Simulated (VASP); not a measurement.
Data:

```yaml
crystal:
  lattice:
    - [0.00000, 2.52120, 2.52120]
    - [2.52120, 0.00000, 2.52120]
    - [2.52120, 2.52120, 0.00000]
  atoms:
    - { symbol: Rh, position: [0.00000, 0.00000, 0.00000] }
    - { symbol: B, position: [0.25000, 0.25000, 0.25000] }
    - { symbol: B, position: [0.75000, 0.75000, 0.75000] }
```

Computed with PBE GGA, VASP's PBE PAW potentials (set 64) (plane waves; VASP). Settings: 520 eV cut-off, 11×11×11 Monkhorst-Pack mesh, first-order Methfessel-Paxton smearing of 0.10 eV, potentials Rh_pv B.

Give the stress tensor in GPa (positive for a compressed cell).

```
-6.73   0.00   0.00
 0.00  -6.73   0.00
 0.00   0.00  -6.73
```
The pressure is its mean diagonal, -6.73 GPa.

The structure was generated: B2Rh was put into the fluorite type (Fm-3m), which need not be its known phase. The cell was not relaxed at this level. The run is one of a series of settings (KPOINTS 11×11×11 Monkhorst-Pack mesh against the base run), some of them coarse on purpose. The electron count is odd and the run is not spin-polarised, which forces a metal.
